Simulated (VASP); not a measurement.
An input for Ansatz (written as the equivalent of a VASP run, and not itself run):

Ansatz 0.2 input:
```yaml
crystal:
  lattice:
    - [-2.1481860, 2.1481860, 2.1481860]
    - [2.1481860, -2.1481860, 2.1481860]
    - [2.1481860, 2.1481860, -2.1481860]
  atoms:
    - { symbol: Na, position: [0.0000000, 0.0000000, 0.0000000] }
kpoints:
  mp_grid: { grid: [9, 9, 9] }
hamiltonian:
  xc: pbe
  pseudopotentials: { kind: paw }
scf:
  occupations: { method: methfessel_paxton, width: 0.2 }
  max_iter: 100
output: { forces: true, stress: true, eigenvalues: true }
```

Write the VASP files for the same calculation (PBE).

This is not unique; one that fits is 
File KPOINTS:
```
Automatic mesh
0
G
 9 9 9
0 0 0
```

**INCAR**
```
SYSTEM = Na
PREC = Accurate
ENCUT = 300
EDIFF = 1E-6
NELM = 100
ALGO = Normal
LREAL = .FALSE.
LASPH = .TRUE.
ISMEAR = 1
SIGMA = 0.2
GGA = PE
LWAVE = .FALSE.
LCHARG = .FALSE.
ISIF = 2
```

**POSCAR**
```
Na
1
   -2.1481860000     2.1481860000     2.1481860000
    2.1481860000    -2.1481860000     2.1481860000
    2.1481860000     2.1481860000    -2.1481860000
Na
1
Direct
  0.0000000000   0.0000000000   0.0000000000
```

POTCAR, in this order: Na_pv (PBE.64 set). Program: vasp_std.

The two are equivalent in intent, not identical: each code has its own PAW files, so the cut-off isn't converted (ENCUT is set for VASP's; basis.ecutwfc is left out, and Ansatz then takes the one that its files recommend); Ansatz stops its SCF on the density residual and VASP on the energy change (EDIFF).

The structure comes from a computed database's Na entry; how it stands against other phases isn't given here. The cell was not relaxed at this level, and its volume differs by +4.6 % from the start's.
